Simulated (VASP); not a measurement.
# ZnP2O (I-42d) in VASP: single point with PBE

Aim: the single point of ZnP2O with PBE.

Everything below comes from runs of VASP 6.6.1. Logs are shortened: lines on timing, memory, paths and dates and some standing lists are left out, and cuts for length are marked.

## Step 1: Starting point

It takes space group I-42d (No. 122, tetragonal). Conventional cell: a = 5.085 Å, b = 5.085 Å, c = 10.021 Å, α = 90.00°, β = 90.00°, γ = 90.00°. O (site symmetry -4) has 4 P at 2.15 Å as nearest neighbours. Zn (site symmetry -4) is surrounded by 4 P at 2.23 Å. Around P (site symmetry 2) lie 2 O at 2.15 Å and 2 Zn at 2.23 Å.

The cell was built by a generator and needn't be a form met in nature.

## Step 2: Single point, PBE

The input, INCAR:

```
SYSTEM = ZnP2O
PREC = Accurate ; ENCUT = 520
EDIFF = 1E-6 ; ISMEAR = -1
SIGMA = 0.1 ; LREAL = .False.
LASPH = .True. ; NELM = 80
ALGO = Fast ; ISIF = 2
LWAVE = .False. ; LCHARG = .False.
GGA = PE ; NBANDS = 38
```

The input, KPOINTS:

```
regular mesh
0
Gamma
  8 8 8
  0 0 0
```

The input, POSCAR:

```
ZnP2O
1.0
    0.0000000000      5.0852440000      0.0000000000
    5.0852440000      0.0000000000      0.0000000000
    2.5426220000      2.5426220000     -5.0107350000
O Zn P
2 2 4
Direct
    0.5000000000      0.5000000000      0.0000000000
    0.2500000000      0.7500000000      0.5000000000
    0.0000000000      0.0000000000      0.0000000000
    0.7500000000      0.2500000000      0.5000000000
    0.3750000000      0.3890000000      0.7500000000
    0.6110000000      0.1250000000      0.2500000000
    0.8750000000      0.8610000000      0.7500000000
    0.1390000000      0.6250000000      0.2500000000
```

Potentials or basis: VASP PAW PBE potentials, release 64 (O, Zn, P).

Started as:

```sh
$ cat potpaw_PBE.64/O/POTCAR potpaw_PBE.64/Zn/POTCAR potpaw_PBE.64/P/POTCAR > POTCAR
$ mpirun -np 1 vasp_std > vasp.out
```

OUTCAR:

```text
SYSTEM = ZnP2O
   PREC = Accurate
   ENCUT = 520
   EDIFF = 1E-6
   ISMEAR = -1
   LREAL = .False.
   LASPH = .True.
   NELM = 80
   ISIF = 2
   GGA = PE

 ion  position               nearest neighbor table
   1  0.500  0.500  0.000-   5 2.15   6 2.15   7 2.15   8 2.15
   2  0.250  0.750  0.500-   5 2.15   6 2.15   7 2.15   8 2.15
   3  0.000  0.000  0.000-   5 2.23   6 2.23   7 2.23   8 2.23
   4  0.750  0.250  0.500-   5 2.23   6 2.23   7 2.23   8 2.23
   5  0.375  0.389  0.750-   1 2.15   2 2.15   3 2.23   4 2.23
   6  0.611  0.125  0.250-   1 2.15   2 2.15   3 2.23   4 2.23
   7  0.875  0.861  0.750-   1 2.15   2 2.15   3 2.23   4 2.23
   8  0.139  0.625  0.250-   1 2.15   2 2.15   3 2.23   4 2.23

  LATTYP: Found a body centered tetragonal cell.
 ALAT       =     5.0852440000
 C/A-ratio  =     1.9706959981

  Lattice vectors:

 A1 = (  -2.5426220000,   2.5426220000,   5.0107350000)
 A2 = (   2.5426220000,  -2.5426220000,   5.0107350000)
 A3 = (   2.5426220000,   2.5426220000,  -5.0107350000)

Analysis of symmetry for initial positions (statically):
=====================================================================
 Subroutine PRICEL returns:
 Original cell was already a primitive cell.

 Routine SETGRP: Setting up the symmetry group for a
 body centered tetragonal supercell.

 Subroutine GETGRP returns: Found  8 space group operations
 (whereof  4 operations were pure point group operations)
 out of a pool of 16 trial point group operations.

The static configuration has the point symmetry S_4 .
 The point group associated with its full space group is D_2d.

Analysis of symmetry for dynamics (positions and initial velocities):
=====================================================================
 Subroutine PRICEL returns:
 Original cell was already a primitive cell.

 Routine SETGRP: Setting up the symmetry group for a
 body centered tetragonal supercell.

 Subroutine GETGRP returns: Found  8 space group operations
 (whereof  4 operations were pure point group operations)
 out of a pool of 16 trial point group operations.

The dynamic configuration has the point symmetry S_4 .
 The point group associated with its full space group is D_2d.

 Subroutine INISYM returns: Found  8 space group operations
 (whereof  4 operations are pure point group operations),
 and found     1 'primitive' translations

----------------------------------------------------------------------------------------

                                     Primitive cell

  volume of cell :     129.5761

  direct lattice vectors                    reciprocal lattice vectors
     0.000000000  5.085244000  0.000000000     0.000000000  0.196647398  0.099785760
     5.085244000  0.000000000  0.000000000     0.196647398  0.000000000  0.099785760
     2.542622000  2.542622000 -5.010735000     0.000000000  0.000000000 -0.199571520

  length of vectors
     5.085244000  5.085244000  6.167440191     0.220516206  0.220516206  0.199571520

  position of ions in fractional coordinates (direct lattice)
     0.500000000  0.500000000  0.000000000
     0.250000000  0.750000000  0.500000000
     0.000000000  0.000000000  0.000000000
     0.750000000  0.250000000  0.500000000
     0.375000000  0.389000000  0.750000000
     0.611000000  0.125000000  0.250000000
     0.875000000  0.861000000  0.750000000
     0.139000000  0.625000000  0.250000000

  ion indices of the primitive-cell ions
   primitive index   ion index
                 1           1
                 2           2
                 3           3
                 4           4
                 5           5
                 6           6
                 7           7
                 8           8

----------------------------------------------------------------------------------------

 KPOINTS: regular mesh

Automatic generation of k-mesh.
 Grid dimensions read from file:
 generate k-points for:    8    8    8

 Generating k-lattice:

  Cartesian coordinates                     Fractional coordinates (reciprocal lattice)
     0.000000000  0.024580925  0.012473220     0.125000000  0.000000000  0.000000000
     0.024580925  0.000000000  0.012473220     0.000000000  0.125000000  0.000000000
     0.000000000  0.000000000 -0.024946440     0.000000000  0.000000000  0.125000000

  Length of vectors
     0.027564526  0.027564526  0.024946440

  Shift w.r.t. Gamma in fractional coordinates (k-lattice)
     0.000000000  0.000000000  0.000000000

 Subroutine IBZKPT returns following result:
 ===========================================

 Found     59 irreducible k-points:

 Following reciprocal coordinates:
            Coordinates               Weight
  0.000000  0.000000  0.000000      1.000000
  0.125000  0.000000 -0.000000      8.000000
  0.250000  0.000000 -0.000000      8.000000
  0.375000  0.000000  0.000000      8.000000
  0.500000  0.000000 -0.000000      4.000000
  0.125000  0.125000 -0.000000      8.000000
[... 16 lines left out ...]
  0.250000  0.000000  0.125000      4.000000
  0.375000  0.000000  0.125000      8.000000
 [... further k-points ...]
   k-points           NKPTS =     59   k-points in BZ     NKDIM =     59   number of bands    NBANDS=     38
   number of dos      NEDOS =    301   number of ions     NIONS =      8
   total plane-waves  NPLWV =  76800
   dimension x,y,z NGX =    40 NGY =   40 NGZ =   48
   dimension x,y,z NGXF=    80 NGYF=   80 NGZF=   96
   ions per type =               2   2   4
   NGX,Y,Z   is equivalent  to a cutoff of  13.08, 13.08, 12.94 a.u.
   NGXF,Y,Z  is equivalent  to a cutoff of  26.15, 26.15, 25.88 a.u.
 SYSTEM =  ZnP2O
   PREC   = accura    normal or accurate (medium, high low for compatibility)
   ISTART =      0    job   : 0-new  1-cont  2-samecut
   ICHARG =      2    charge: 1-file 2-atom 10-const
   ISPIN  =      1    spin polarized calculation?
   LNONCOLLINEAR =      F non collinear calculations
   LSORBIT =      F    spin-orbit coupling
   LASPH  =      T    aspherical Exc in radial PAW
   ENCUT  =  520.0 eV  38.22 Ry    6.18 a.u.   9.46  9.46 11.47*2*pi/ulx,y,z
   NELM   =     80;   NELMIN=  2; NELMDL= -5     # of ELM steps
   EDIFF  = 0.1E-05   stopping-criterion for ELM
   LREAL  =      F    real-space projection
   EDIFFG = 0.1E-04   stopping-criterion for IOM
   NSW    =      0    number of steps for IOM
   IBRION =     -1    ionic relax: 0-MD 1-quasi-New 2-CG
   NFREE  =      0    steps in history (QN), initial steepest desc. (CG)
   ISIF   =      2    stress and relaxation
   ISYM   =      2    0-nonsym 1-usesym 2-fastsym
   POTIM  = 0.5000    time-step for ionic-motion
   TEBEG  =    0.0;   TEEND  =   0.0 temperature during run
   PSTRESS=    0.0 pullay stress
   NELECT =      56.0000    total number of electrons
   NUPDOWN=      -1.0000    fix difference up-down
   EMIN   =  10.00;   EMAX   =-10.00  energy-range for DOS
   EFERMI =   0.00;   METHOD = LEGACY
   ISMEAR =    -1;   SIGMA  =   0.10  broadening in eV -4-tet -1-fermi 0-gaus
   EFERMI_NEDOS =   21; number of points for ismear=-14 and -15
   IALGO  =     68    algorithm
   IMIX   =      4    mixing-type and parameters
     AMIX     =   0.40;   BMIX     =  1.00
     AMIX_MAG =   1.60;   BMIX_MAG =  1.00
  volume/ion in A,a.u.               =      16.20       109.30
  Fermi-wavevector in a.u.,A,eV,Ry     =   1.237739  2.338988 20.844104  1.531998
  Thomas-Fermi vector in A             =   2.372294
   LORBIT       =      0    0 simple, 1 ext, 2 COOP (PROOUT), +10 PAW based schemes
   GGA     = PE    functional components
   LHFCALC =     F    Hartree Fock is set to
   AEXX    =    0.0000 exact exchange contribution
   IVDW    =     0    specifies the selected vdW correction
   LEPSILON=     F    determine dielectric tensor
   LRPA    =     F    only Hartree local field effects (RPA)
 non-spin polarized calculation
 RMM-DIIS sequential band-by-band and
  energy-cutoff  :      520.00
  volume of cell :      129.58
 maximum number of plane-waves:      3523
 NGX is ok and might be reduce to    40
   NGX = 19   NGY = 19   NGZ = 23

 number of electron      55.9999994 magnetization

 Free energy of the ion-electron system (eV)
  ---------------------------------------------------
  ext. energy  EPLUGINS =         0.00000000
  ---------------------------------------------------
  free energy    TOTEN  =       -31.22232345 eV

  energy without entropy =      -31.14995789  energy(sigma->0) =      -31.18614067

 E-fermi :   4.6394     XC(G=0): -10.1533

 val. band max:        4.6186659621   @ k =  -0.1250   0.1250   0.0000
 cond. band min:       4.6638003061   @ k =   0.0000   0.0000   0.2500
 fundamental gap:      0.0451343439
 Fermi energy:         4.6393840848

 k-point     1 :       0.0000    0.0000    0.0000
  band No.  band energies     occupation
      1     -15.3747      2.00000
      2     -14.9111      2.00000
      3      -6.8501      2.00000
      4      -6.2257      2.00000
      5      -6.2175      2.00000
      6      -6.2175      2.00000
[... 30 lines left out ...]
     37      10.2394      0.00000
     38      10.5782      0.00000

 k-point     2 :       0.1250    0.0000   -0.0000
  band No.  band energies     occupation
      1     -15.3598      2.00000
      2     -14.9236      2.00000
      3      -6.9362      2.00000
      4      -6.2635      2.00000
      5      -6.2028      2.00000
      6      -6.1240      2.00000
[... 30 lines left out ...]
     37      10.1598      0.00000
     38      10.6831      0.00000
[... 859 lines left out ...]
     37      10.4031      0.00000
     38      10.9263      0.00000

 k-point    24 :       0.3750    0.0000    0.1250
  band No.  band energies     occupation
      1     -15.2889      2.00000
      2     -14.9814      2.00000
      3      -7.2248      2.00000
      4      -6.3742      2.00000
      5      -6.1839      2.00000
      6      -5.7822      2.00000
[... 30 lines left out ...]
     37      10.5061      0.00000
     38      11.0552      0.00000

 [... further k-points ...]

------------------------ aborting loop because EDIFF is reached ----------------------------------------

  FORCE on cell =-STRESS in cart. coord.  units (eV):
  Direction    XX          YY          ZZ          XY          YZ          ZX
  --------------------------------------------------------------------------------------
  -------------------------------------------------------------------------------------
  Total        2.1868927      2.1868927      5.4995092      0.0000000      0.0000000      0.0000000
  in kB       27.0403954     27.0403954     68.0000896      0.0000000      0.0000000      0.0000000
  external PRESSURE =      40.6936268 kB  Pullay stress =       0.0000000 kB

 VOLUME and BASIS-vectors are now :
 -----------------------------------------------------------------------------
  energy-cutoff  :      520.00
  volume of cell :      129.58
      direct lattice vectors                 reciprocal lattice vectors
     0.000000000  5.085244000  0.000000000     0.000000000  0.196647398  0.099785760
     5.085244000  0.000000000  0.000000000     0.196647398  0.000000000  0.099785760
     2.542622000  2.542622000 -5.010735000     0.000000000  0.000000000 -0.199571520

 POSITION                                       TOTAL-FORCE (eV/Angst)
 -----------------------------------------------------------------------------------
      2.54262      2.54262      0.00000        -0.000000     -0.000000     -0.000000
      5.08524      2.54262     -2.50537        -0.000000     -0.000000     -0.000000
      0.00000      0.00000      0.00000        -0.000000     -0.000000     -0.000000
      2.54262      5.08524     -2.50537        -0.000000     -0.000000     -0.000000
      3.88513      3.81393     -3.75805         1.563032     -0.000000     -0.000000
      1.27131      3.74274     -1.25268        -0.000000     -1.563032      0.000000
      6.28536      6.35656     -3.75805        -1.563032     -0.000000     -0.000000
      3.81393      1.34250     -1.25268        -0.000000      1.563032     -0.000000
 -----------------------------------------------------------------------------------
    total drift:                                0.000031      0.000031     -0.000008

  FREE ENERGIE OF THE ION-ELECTRON SYSTEM (eV)
  ---------------------------------------------------
  free  energy   TOTEN  =       -31.2223234476 eV

  energy  without entropy=      -31.1499578914  energy(sigma->0) =      -31.18614067
```

Wall time 3.6 min (1 thread of Intel Xeon Platinum 8488C (Sapphire Rapids), shared host); peak memory 0.41 GiB.

Results:

```
Free energy            : -31.2223 eV
Pressure               : 4.1 GPa
Largest force          : 1.563 eV/Å
Band gap on the k mesh : none (metal or under the smearing width)
```

Forces in eV/Å, atoms in the order of the input:
```
O    0.000  0.000  0.000
O    0.000  0.000  0.000
Zn   0.000  0.000  0.000
Zn   0.000  0.000  0.000
P    1.563  0.000  0.000
P    0.000 -1.563  0.000
P   -1.563  0.000  0.000
P    0.000  1.563  0.000
```

Caveat: forces of over 1 eV/Å show positions far from the minimum, so gaps and moduli don't describe the material at rest.
